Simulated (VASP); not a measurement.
MoS2:

```
CELL_PARAMETERS angstrom
3.16100 0.00000 0.00000
-1.58050 2.73751 0.00000
0.00000 0.00000 15.98350
ATOMIC_POSITIONS crystal
Mo 0.33333 0.66667 0.25000
Mo 0.66667 0.33333 0.75000
S 0.66667 0.33333 0.34791
S 0.66667 0.33333 0.15209
S 0.33333 0.66667 0.84791
S 0.33333 0.66667 0.65209
```

The cell was built by a generator and needn't be a form met in nature.

Base run:

| Quantity | Value |
| --- | --- |
| Program | VASP 6.6.1 |
| Functional | rev-vdW-DF2 |
| Potentials or basis | VASP PAW PBE potentials, release 64 (Mo_sv, S) |
| Cutoff | 520 eV |
| k mesh | 8 × 8 × 2 |
| Occupations | fermi-dirac, width 0.05 eV |
| Spin | no spin polarisation |

Its results: band gap on the k mesh 1.86 eV, indirect (least direct gap 2.05 eV); pressure 0.3 GPa; largest force 0.137 eV/Å.

Task: The run is repeated on the same cell with these changes: functional from rev-vdW-DF2 to optB88-vdW. What comes out?

Result: Band gap on the k mesh 1.85 eV, indirect (least direct gap 2.04 eV); pressure 2.1 GPa; largest force 0.322 eV/Å.

Caveats: the PAW data sets were made with another functional, which shifts forces and pressure a little.

A k mesh can miss the band edges.
